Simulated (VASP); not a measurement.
Given:

```
Sn
1.0
   -1.88988     1.88988     1.88988
    1.88988    -1.88988     1.88988
    1.88988     1.88988    -1.88988
Sn
1
Direct
  0.00000   0.00000   0.00000
```

All values below come from PBEsol GGA, VASP's PBE PAW potentials (set 64) (plane waves; VASP). Settings: 300 eV cut-off, 10×10×10 Γ-centred mesh, Gaussian smearing of 0.27 eV, potentials Sn_d.

At this cut-off the stress carries a Pulay error, which pulls relaxed volumes low.

Problem. Give the stress tensor in GPa (positive for a compressed cell).

Solution. 
```
-2.08   0.00   0.00
 0.00  -2.08   0.00
 0.00   0.00  -2.08
```
The pressure is its mean diagonal, -2.08 GPa.

The structure was generated: Sn was put into an ordered model structure, which need not be its known phase. The cell was not relaxed at this level.
